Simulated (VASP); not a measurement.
The system is Sb2TeO2.

```
CELL_PARAMETERS angstrom
6.24881 0.00000 0.00000
0.00000 6.24881 0.00000
0.00000 0.00000 6.83365
ATOMIC_POSITIONS crystal
Sb 0.00000 0.00000 0.75000
Sb 0.00000 0.00000 0.25000
Sb 0.50000 0.50000 0.00000
Sb 0.50000 0.50000 0.50000
Te 0.50000 0.00000 0.00000
Te 0.00000 0.50000 0.50000
O 0.23784 0.50000 0.00000
O 0.76216 0.50000 0.00000
O 0.50000 0.76216 0.50000
O 0.50000 0.23784 0.50000
```

The cell was built by a generator and needn't be a form met in nature.

| Item | Value |
| --- | --- |
| Program | VASP 6.6.1 |
| Task | relaxation of cell and atoms |
| Functional | PBE |
| Potentials or basis | VASP PAW PBE potentials, release 64 (Sb, Te, O) |
| Cutoff | 520 eV |
| k mesh | 3 × 3 × 2 |
| Occupations | gaussian, width 0.15 eV |
| Spin | no spin polarisation |

At the start: pressure 13.7 GPa; volume 26.68 Å³/atom.

Question: Where does the relaxation end?

Answer: Over 18 steps the energy falls by 561.1 meV/atom and the volume is 22.55 Å³/atom (-15.5 %); space group P4_2/mmc (No. 131, to 0.05 Å).

Step by step:
```tsv
step	energy change (eV)	largest force (eV/Å)	pressure (GPa)	volume (Å³)
1	0.0000	12.6177	13.67	266.84
2	31.7813	0.7769	-2.55	361.55
3	15.4009	1.2254	-6.65	359.58
4	10.3992	2.4388	-7.60	341.86
5	2.3867	1.9382	-5.60	303.25
6	-1.0802	1.2384	-4.57	284.77
7	-4.3424	0.0416	-4.72	286.34
8	-4.3798	0.2090	-4.17	285.13
9	-4.7972	1.9797	-0.20	260.12
10	-4.7978	2.1293	0.22	258.45
11	-5.0977	1.7388	0.52	247.78
12	-5.4668	1.2236	2.61	224.24
13	-5.4690	1.0723	3.55	218.54
14	-5.6029	0.1128	-0.65	226.20
15	-5.6073	0.0555	0.13	224.95
16	-5.6074	0.0370	0.12	225.08
17	-5.6073	0.0197	0.07	225.21
18	-5.6110	0.0134	-0.05	225.54
```

Final structure:
```xyz
10
Lattice="5.9585 0.0000 0.0000 0.0000 5.9585 0.0000 0.0000 0.0000 6.3525" Properties=species:S:1:pos:R:3 pbc="T T T"
Sb    0.0000    0.0000    4.7644
Sb    0.0000    0.0000    1.5881
Sb    2.9792    2.9792    0.0000
Sb    2.9792    2.9792    3.1762
Te    2.9792    0.0000    0.0000
Te    0.0000    2.9792    3.1762
O     1.0485    2.9792    0.0000
O     4.9099    2.9792    0.0000
O     2.9792    4.9099    3.1762
O     2.9792    1.0485    3.1762
```

Caveat: the k mesh is coarse (spacing up to 0.46 Å⁻¹), so the values aren't converged; the volume moved by over 15 % at a fixed basis, so the end points are rough.
